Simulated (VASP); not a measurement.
Consider the following.

```
CELL_PARAMETERS angstrom
      4.12578     0.00000     0.00000
      0.00000     4.12578     0.00000
      0.00000     0.00000     4.12578
ATOMIC_POSITIONS crystal
  Sc 0.00000 0.00000 0.00000
  Al 0.00000 0.50000 0.50000
  Al 0.50000 0.00000 0.50000
  Al 0.50000 0.50000 0.00000
```

Method: revPBE GGA, VASP's PBE PAW potentials (set 64) (plane waves; VASP). Settings: 520 eV cut-off, 8×8×8 Γ-centred mesh, tetrahedra with Blöchl corrections, potentials Sc_sv Al.

The cores are frozen, which limits the accuracy of field gradients.

Task: Give the principal components of the electric field gradient (V/Å²) and the asymmetry η at each nucleus.

Result: 
| atom | Vxx | Vyy | Vzz | η |
|---|---|---|---|---|
| Sc1 | 0.0 | 0.0 | 0.0 | - |
| Al2 | -9.8 | -9.8 | 19.5 | 0.00 |
| Al3 | -9.8 | -9.8 | 19.5 | 0.00 |
| Al4 | -9.8 | -9.8 | 19.5 | 0.00 |

The compound is Al3Sc in the L1_2 structure. It was relaxed first.
